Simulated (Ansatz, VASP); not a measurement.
**ZnCu2SnS4 in two plane-wave programs**

Aim: how closely do two programs agree when they are given the same cell, functional and k mesh? The cell is taken from a series of runs on this material, whose earlier steps may have relaxed, scaled, displaced or heated it; both programs get it as it stands.

Main program and level: Ansatz 0.2.0; plane waves, with VASP 6.6.1 beside it; single point at HF with an exact-exchange share of 1.

**1. Set-up**

Symmetry: I-4, No. 82, tetragonal system. Conventional cell: a = 5.434 Å, b = 5.434 Å, c = 10.850 Å, α = 90.00°, β = 90.00°, γ = 90.00°. Zn has 4 S at 2.33 Å nearest. Nearest to Cu lie 4 S at 2.33 Å. Nearest to Sn lie 4 S at 2.41 Å. S has 1 Zn at 2.33 Å and 2 Cu at 2.33 Å and 1 Sn at 2.41 Å nearest. Farther neighbours and most contacts between anions are not listed.

Coordinates:

```xyz
8
Lattice="-2.7171 2.7171 5.4248 2.7171 -2.7171 5.4248 2.7171 2.7171 -5.4248" Properties=species:S:1:pos:R:3 pbc="T T T"
Zn    2.7171    0.0000    2.7124
Cu    0.0000    0.0000    0.0000
Cu    0.0000    2.7171    2.7124
Sn    0.0000    0.0000    5.4248
S     4.1093    1.3227    1.3910
S     1.3227    1.3249   -1.3910
S    -1.3922    1.3944    6.8158
S     1.3944    1.3922    4.0338
```

**2. VASP: single point, HF with an exact-exchange share of 1**

With cell and atoms fixed, the geometry can't cause a difference; cores, projectors, grids and the points listed under the comparison can.

Lines of VASP's logs that name or quote its potential files are left out, and so is its time.

The run reads the wave functions of an earlier VASP run, which isn't shown here.

The input, INCAR:

```
SYSTEM = ZnCu2SnS4
PREC = Accurate
ENCUT = 400
EDIFF = 1E-06
NELM = 100
ISMEAR = 0
SIGMA = 0.01
LREAL = .FALSE.
ALGO = Normal
LHFCALC = .TRUE.
AEXX = 1
GGA = PE
ALDAC = 0
AGGAC = 0
LASPH = .TRUE.
NBANDS = 44
PRECFOCK = Fast
LORBIT = 11
LWAVE = .FALSE.
LCHARG = .FALSE.
KPAR = 8
NCORE = 2
ISIF = 2
```

The input, POSCAR:

```
ZnCu2SnS4
1.0
   -2.7171000000      2.7171000000      5.4248000000
    2.7171000000     -2.7171000000      5.4248000000
    2.7171000000      2.7171000000     -5.4248000000
Zn Cu Sn S
1 2 1 4
Direct
    0.2500000000      0.7500000000      0.5000000000
    0.0000000000      0.0000000000      0.0000000000
    0.7500000000      0.2500000000      0.5000000000
    0.5000000000      0.5000000000      0.0000000000
    0.3716100000      0.8844100000      0.9996000000
    0.1155900000      0.1151900000      0.4872000000
    0.8848100000      0.3720100000      0.0004000000
    0.6279900000      0.6283900000      0.5128000000
```

The input, KPOINTS:

```
Automatic mesh
0
Gamma
4 4 4
0 0 0
```

The projector-augmented-wave data sets are Zn, Cu, Sn_d and S (PBE family, release 64).

On the command line:

```sh
mpirun -np 16 vasp_std
```

Numbers of over 12 decimals in the logs are rounded to 6 here.

Log:

```text
[banner, memory and clock lines left out]
running   16 mpi-ranks, on    1 nodes
 distrk:  each k-point on    2 cores,    8 groups
 distr:  one band on    2 cores,    1 groups

 POSCAR found type information on POSCAR ZnCuSnS
 POSCAR found :  4 types and       8 ions
 LDA part: xc-table for (Slater+PW92), standard interpolation
 found WAVECAR, reading the header
 POSCAR, INCAR and KPOINTS ok, starting setup
 FFT: planning ... GRIDC
 FFT: planning ... GRID_SOFT
 FFT: planning ... GRID
 reading WAVECAR
 the WAVECAR file was read successfully
 initial charge from wavefunction
 entering main loop
       N       E                     dE             d eps       ncg     rms          rms(c)
DAV:   1    -0.612433475388E+02   -0.61243E+02   -0.20257E+01  1952   0.154E+02    0.770E+00
DAV:   2    -0.627871373487E+02   -0.15438E+01   -0.14934E+01  1832   0.391E+01    0.839E+00
DAV:   3    -0.626665794364E+02    0.12056E+00   -0.25720E+00  1784   0.381E+01    0.663E+00
DAV:   4    -0.627937404529E+02   -0.12716E+00   -0.15512E+00  1880   0.191E+01    0.482E+00
DAV:   5    -0.628478413978E+02   -0.54101E-01   -0.32766E-01  1428   0.346E+00    0.273E+00
DAV:   6    -0.628335031773E+02    0.14338E-01   -0.40176E-02  1884   0.612E+00    0.149E+00
DAV:   7    -0.628285176971E+02    0.49855E-02   -0.28920E-02  1800   0.428E+00    0.831E-01
DAV:   8    -0.628296765881E+02   -0.11589E-02   -0.21379E-02  1744   0.121E+00    0.481E-01
DAV:   9    -0.628300506307E+02   -0.37404E-03   -0.50437E-03  1832   0.761E-01    0.311E-01
DAV:  10    -0.628299923308E+02    0.58300E-04   -0.18823E-03  1868   0.806E-01    0.210E-01
DAV:  11    -0.628299636598E+02    0.28671E-04   -0.88685E-04  1848   0.339E-01    0.131E-01
DAV:  12    -0.628299178950E+02    0.45765E-04   -0.27262E-04  1408   0.970E-02    0.718E-02
DAV:  13    -0.628299055595E+02    0.12336E-04   -0.14791E-04  1760   0.132E-01    0.485E-02
DAV:  14    -0.628299121840E+02   -0.66245E-05   -0.80352E-05  1836   0.789E-02    0.415E-02
DAV:  15    -0.628299155655E+02   -0.33815E-05   -0.30276E-05  1456   0.307E-02    0.252E-02
DAV:  16    -0.628299160947E+02   -0.52921E-06   -0.13310E-05  1768   0.247E-02    0.140E-02
DAV:  17    -0.628299159435E+02    0.15120E-06   -0.39749E-06  1280   0.152E-02
   1 F= -.62829916E+02 E0= -.62829916E+02  d E =-.126930E-69
```

Parts of OUTCAR (step 2):

```text
ion  position               nearest neighbor table
   1  0.250  0.750  0.500-   8 2.33   7 2.33   6 2.33   5 2.33
   2  0.000  0.000  0.000-   5 2.33   8 2.33   7 2.33   6 2.33
   3  0.750  0.250  0.500-   7 2.33   6 2.33   5 2.33   8 2.33
   4  0.500  0.500  0.000-   8 2.41   7 2.41   6 2.41   5 2.41
   5  0.372  0.884  1.000-   1 2.33   2 2.33   3 2.33   4 2.41
   6  0.116  0.115  0.487-   1 2.33   2 2.33   3 2.33   4 2.41
   7  0.885  0.372  0.000-   1 2.33   2 2.33   3 2.33   4 2.41
   8  0.628  0.628  0.513-   1 2.33   2 2.33   3 2.33   4 2.41

  LATTYP: Found a body centered tetragonal cell.
 ALAT       =     5.4342000000
 C/A-ratio  =     1.9965404291

 Subroutine GETGRP returns: Found  4 space group operations
 (whereof  4 operations were pure point group operations)

The static configuration has the point symmetry S_4 .

 Found     14 irreducible k-points:

   k-points           NKPTS =     14   k-points in BZ     NKDIM =     64   number of bands    NBANDS=     44

   dimension x,y,z NGX =    48 NGY =   48 NGZ =   48
   dimension x,y,z NGXF=    96 NGYF=   96 NGZF=   96

   ENCUT  =  400.0 eV  29.40 Ry    5.42 a.u.  10.84 10.84 10.84*2*pi/ulx,y,z

   NELECT =      72.0000    total number of electrons

 k-points in reciprocal lattice and weights: Automatic mesh
   0.00000000  0.00000000  0.00000000       0.016
   0.25000000 -0.00000000  0.00000000       0.125
   0.50000000 -0.00000000  0.00000000       0.062
   0.25000000  0.25000000  0.00000000       0.125
   0.50000000  0.25000000  0.00000000       0.125
   0.50000000 -0.25000000 -0.25000000       0.125
  -0.25000000  0.25000000  0.00000000       0.062
   0.50000000  0.50000000  0.00000000       0.031
   0.25000000  0.25000000  0.25000000       0.031
[...]
-0.25000000 -0.25000000  0.25000000       0.031
   0.50000000  0.50000000  0.50000000       0.016

  exchange ACFDT corr.  =         0.00000000  see jH, gK, PRB 81, 115126

 average (electrostatic) potential at core
       1  -1.6249       2 -31.0202       3 -31.0133       4 -76.3849       5 -69.6498
       6 -69.6498       7 -69.6498       8 -69.6498

 E-fermi :   1.3409

 k-point     1 :       0.0000    0.0000    0.0000
  band No.  band energies     occupation
    ...
     32      -1.6282      2.00000
     33      -1.6282      2.00000
     34       1.2044      2.00000
     35       1.2044      2.00000
     36       1.2178      2.00000
     37       9.7845      0.00000
     38      10.8449      0.00000
     39      12.5520      0.00000
     40      13.2135      0.00000
     41      13.2135      0.00000
    ...

 k-point     2 :       0.2500   -0.0000    0.0000
  band No.  band energies     occupation
    ...
     32      -1.2586      2.00000
     33      -1.0828      2.00000
     34      -0.1463      2.00000
     35       0.5519      2.00000
     36       0.9175      2.00000
     37      10.7731      0.00000
     38      11.9475      0.00000
     39      12.4224      0.00000
     40      12.8706      0.00000
     41      13.4873      0.00000
    ...

 k-point     3 :       0.5000   -0.0000    0.0000
  band No.  band energies     occupation
    ...
     32      -1.1003      2.00000
     33      -0.8705      2.00000
     34      -0.5892      2.00000
     35      -0.3132      2.00000
     36       0.3576      2.00000
     37      11.5122      0.00000
     38      12.5182      0.00000
     39      12.8312      0.00000
     40      13.6928      0.00000
     41      14.1523      0.00000
    ...

  Total        7.5891116      7.5891116      7.4897558      0.0000000      0.0000000      0.0000000
  in kB       75.9008355     75.9008355     74.9071502      0.0000001      0.0000000      0.0000000
  external PRESSURE =      75.5696070 kB  Pullay stress =       0.0000000 kB

  energy-cutoff  :      400.00
  volume of cell :      160.20
      direct lattice vectors                 reciprocal lattice vectors
    -2.717100000  2.717100000  5.424800000     0.000000000  0.184019727  0.092169297
     2.717100000 -2.717100000  5.424800000     0.184019727  0.000000000  0.092169297
     2.717100000  2.717100000 -5.424800000     0.184019727  0.184019727  0.000000000

 POSITION                                       TOTAL-FORCE (eV/Angst)
 -----------------------------------------------------------------------------------
      2.71710      0.00000      2.71240         0.000000     -0.000000     -0.000000
      0.00000      0.00000      0.00000        -0.000000     -0.000000     -0.000000
      0.00000      2.71710      2.71240        -0.000000     -0.000000     -0.000000
      0.00000      0.00000      5.42480         0.000000     -0.000000     -0.000000
      4.10934      1.32268      1.39103        -0.855068      0.540691     -0.495537
      1.32268      1.32486     -1.39103         0.540691      0.855068      0.495537
     -1.39224      1.39442      6.81583         0.855068     -0.540691     -0.495537
      1.39442      1.39224      4.03377        -0.540691     -0.855068      0.495537
 -----------------------------------------------------------------------------------
    total drift:                                0.000009      0.000008     -0.000003

  FREE ENERGIE OF THE ION-ELECTRON SYSTEM (eV)
  ---------------------------------------------------
  free  energy   TOTEN  =       -62.8299159435 eV

  energy  without entropy=      -62.8299159435  energy(sigma->0) =      -62.82991594

 total charge
# of ion       s       p       d       tot
------------------------------------------
    1        0.421   0.463   9.921  10.805
    2        0.280   0.321   9.589  10.190
    3        0.280   0.321   9.589  10.189
    4        1.018   1.217  10.158  12.393
    5        1.306   2.508   0.000   3.814
    6        1.306   2.508   0.000   3.814
    7        1.306   2.508   0.000   3.814
    8        1.306   2.508   0.000   3.814
--------------------------------------------------
tot          7.224  12.352  39.258  58.834

[... 3 further parts left out ...]
```

This run has no spin polarisation, so a moment on Cu, if there is one, isn't seen.

(Continued in part 2 of 2.)

[Lines on the potential files, build, host, timing and source positions are cut from VASP's logs without a mark.]

[Logs are printed without paths, hosts, clocks, repeated set-up lines and the standing remarks that a program may print on its own settings, such as how far it seeks lower states.]

[Hosts, paths, dates, database ids (printed as entryN), source tags and the programs' standing remarks are cut or masked in the printed files.]
